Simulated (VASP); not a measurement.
Al15NiN16 (a cell with a defect): single point with PBEsol+U

Crystal: Al15NiN16 (a cell with a defect).

```
Ni Al N
1.0
     6.22000    0.00000    0.00000
    -3.11000    5.38668    0.00000
     0.00000    0.00000    9.96000
Ni Al N
1 15 16
Direct
  0.33333 0.16667 0.00000
  0.33333 0.16667 0.50000
  0.33333 0.66667 0.00000
  0.33333 0.66667 0.50000
  0.83333 0.16667 0.00000
  0.83333 0.16667 0.50000
  0.83333 0.66667 0.00000
  0.83333 0.66667 0.50000
  0.16667 0.33333 0.25000
  0.16667 0.33333 0.75000
  0.16667 0.83333 0.25000
  0.16667 0.83333 0.75000
  0.66667 0.33333 0.25000
  0.66667 0.33333 0.75000
  0.66667 0.83333 0.25000
  0.66667 0.83333 0.75000
  0.33333 0.16667 0.19100
  0.33333 0.16667 0.69100
  0.33333 0.66667 0.19100
  0.33333 0.66667 0.69100
  0.83333 0.16667 0.19100
  0.83333 0.16667 0.69100
  0.83333 0.66667 0.19100
  0.83333 0.66667 0.69100
  0.16667 0.33333 0.44100
  0.16667 0.33333 0.94100
  0.16667 0.83333 0.44100
  0.16667 0.83333 0.94100
  0.66667 0.33333 0.44100
  0.66667 0.33333 0.94100
  0.66667 0.83333 0.44100
  0.66667 0.83333 0.94100
```

| Property | Result |
| --- | --- |
| Program | VASP 6.6.1 |
| Task | single point |
| Functional | PBEsol |
| Potentials or basis | VASP PAW PBE potentials, release 64 (Ni, Al, N) |
| Cutoff | 450 eV |
| k mesh | 3 × 3 × 2 |
| Occupations | gaussian, width 0.03 eV |
| Spin | no spin polarisation |
| Hubbard terms | Ni d U = 5 eV |
| Dq | 0 |
| Further INCAR settings | LREAL = Auto; ALGO = Normal; EDIFF = 1e-05 |

```json
{
  "Largest force": "0.471 eV/Å",
  "Band gap on the k mesh": "none (metal or under the smearing width)",
  "Valence electrons inside the program's atomic spheres": "Ni 9.64; Al 0.81; N 3.77, 3.84"
}
```

Forces on the atoms (eV/Å):
```
Ni   0.000  0.000 -0.064
Al   0.000  0.000  0.092
Al   0.302  0.174  0.295
Al   0.052  0.030 -0.027
Al   0.000 -0.349  0.295
Al   0.000 -0.060 -0.027
Al  -0.302  0.174  0.295
Al  -0.052  0.030 -0.027
Al  -0.165  0.095 -0.273
Al   0.137 -0.079 -0.017
Al   0.000 -0.190 -0.273
Al   0.000  0.158 -0.017
Al   0.165  0.095 -0.273
Al  -0.137 -0.079 -0.017
Al   0.000  0.000 -0.098
Al   0.000  0.000  0.114
N    0.000  0.000  0.139
N    0.000  0.000 -0.171
N   -0.031 -0.018  0.066
N    0.009  0.005 -0.049
N    0.000  0.036  0.066
N    0.000 -0.010 -0.049
N    0.031 -0.018  0.066
N   -0.009  0.005 -0.049
N    0.038 -0.022 -0.012
N   -0.406  0.234  0.042
N    0.000  0.044 -0.012
N    0.000 -0.469  0.042
N   -0.038 -0.022 -0.012
N    0.406  0.234  0.042
N    0.000  0.000  0.038
N    0.000  0.000 -0.129
```

Levels at points of the mesh, in eV from the Fermi level:
```tsv
k point	band 65	band 66	band 67	band 68	band 69	band 70
(0.00, 0.00, 0.00)	-1.60	-1.60	-0.07	0.17	0.17	2.82
(0.00, 0.00, 0.50)	-1.55	-1.55	-0.25	0.16	0.16	3.57
```

Eigenvalues of the final occupation matrices:
```csv
site,spin,trace,eigenvalues
site 1 d,1,4.28,0.69 0.81 0.81 0.98 0.98
site 1 d,2,4.28,0.69 0.81 0.81 0.98 0.98
```

It took 45 s on 8 MPI ranks on AMD EPYC 9R45 96-Core Processor (Zen 5) (shared host), peak memory 0.32 GiB a rank.

Caveat: the k mesh is coarse (spacing up to 0.39 Å⁻¹), so the values aren't converged; the PAW data sets were made with another functional, which shifts forces and pressure a little; the run has no spin polarisation, though such a crystal can be magnetic; U without spin polarisation on a metal has little footing. Spin polarisation is off, so any magnetic state and its effect on volume and gap are missing.
